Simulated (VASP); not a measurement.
These are PBE GGA, VASP's PBE PAW potentials (set 64) (plane waves; VASP) values and carry that method's errors.

A VASP calculation is set up with these files.

File POSCAR:
```
Ni
1
    0.0000000000     1.7952000000     1.7952000000
    1.7952000000     0.0000000000     1.7952000000
    1.7952000000     1.7952000000     0.0000000000
Ni
1
Direct
  0.0000000000   0.0000000000   0.0000000000
```

### INCAR
```
! general
SYSTEM  = Ni
PREC    = Accurate
ENCUT   = 400
LREAL   = .FALSE.
LASPH   = .TRUE.

! electronic loop
EDIFF   = 1E-6
NELM    = 100
ALGO    = Fast
LMAXMIX = 4

! smearing
ISMEAR  = 1
SIGMA   = 0.1

! functional
GGA     = PE

! spin
ISPIN   = 2
MAGMOM  = 0.8

! ions
ISIF    = 2

! output
LWAVE   = .FALSE.
LCHARG  = .FALSE.
LORBIT  = 10
```

File KPOINTS:
```
kpoints
0
G
 16 16 16
0 0 0
```

POTCAR, in this order: Ni (PBE.64 set). Program: vasp_std.

What VASP printed:

OSZICAR:
```
       N       E                     dE             d eps       ncg     rms          rms(c)
DAV:   1     0.187254475672E+02    0.18725E+02   -0.41184E+03  5396   0.116E+03
DAV:   2    -0.613894710869E+01   -0.24864E+02   -0.23691E+02  5296   0.148E+02
DAV:   3    -0.646482811933E+01   -0.32588E+00   -0.32550E+00  6263   0.224E+01
DAV:   4    -0.646760245785E+01   -0.27743E-02   -0.27740E-02  5836   0.181E+00
DAV:   5    -0.646767938525E+01   -0.76927E-04   -0.76924E-04  6194   0.259E-01    0.949E+00
RMM:   6    -0.584915912264E+01    0.61852E+00   -0.54478E+00  6041   0.413E+01    0.725E+00
RMM:   7    -0.546533357340E+01    0.38383E+00   -0.99630E-01  5937   0.183E+01    0.195E+00
RMM:   8    -0.544928415119E+01    0.16049E-01   -0.10126E-02  6891   0.124E+00    0.886E-01
RMM:   9    -0.544754058191E+01    0.17436E-02   -0.12726E-03  6635   0.502E-01    0.193E-01
RMM:  10    -0.544702017860E+01    0.52040E-03   -0.35636E-04  6131   0.343E-01    0.607E-02
RMM:  11    -0.544700633716E+01    0.13841E-04   -0.10259E-04  7183   0.105E-01    0.305E-02
RMM:  12    -0.544700997141E+01   -0.36342E-05   -0.16386E-05  6449   0.504E-02    0.118E-02
RMM:  13    -0.544700950443E+01    0.46698E-06   -0.27859E-06  4253   0.170E-02
   1 F= -.54470095E+01 E0= -.54471778E+01  d E =0.504797E-03  mag=     0.6111
```

File OUTCAR:
```
------------------------ aborting loop because EDIFF is reached ----------------------------------------
  FORCE on cell =-STRESS in cart. coord.  units (eV):
  Direction    XX          YY          ZZ          XY          YZ          ZX
  --------------------------------------------------------------------------------------
  Total       -0.7967177     -0.7967177     -0.7967177      0.0000000      0.0000000      0.0000000
  in kB     -110.3180424   -110.3180424   -110.3180424      0.0000000      0.0000000      0.0000000
  external PRESSURE =    -110.3180424 kB  Pullay stress =       0.0000000 kB
  volume of cell :       11.57
      direct lattice vectors                 reciprocal lattice vectors
     0.000000000  1.795200000  1.795200000    -0.278520499  0.278520499  0.278520499
     1.795200000  0.000000000  1.795200000     0.278520499 -0.278520499  0.278520499
     1.795200000  1.795200000  0.000000000     0.278520499  0.278520499 -0.278520499
 POSITION                                       TOTAL-FORCE (eV/Angst)
 -----------------------------------------------------------------------------------
      0.00000      0.00000      0.00000         0.000000     -0.000000     -0.000000
 -----------------------------------------------------------------------------------
    total drift:                                0.000000     -0.000000      0.000000
  FREE ENERGIE OF THE ION-ELECTRON SYSTEM (eV)
  ---------------------------------------------------
  free  energy   TOTEN  =        -5.4470095044 eV

  energy  without entropy=       -5.4475143010  energy(sigma->0) =       -5.44717777

 total charge

# of ion       s       p       d       tot
------------------------------------------
    1        0.472   0.445   8.288   9.205

 magnetization (x)

# of ion       s       p       d       tot
------------------------------------------
    1       -0.007  -0.025   0.661   0.629
```
(Selected blocks of OUTCAR.)

The compound is Ni in the fcc structure. The cell was not relaxed at this level. The run is one of a series of settings (ALGO = Fast against the base run), some of them coarse on purpose.
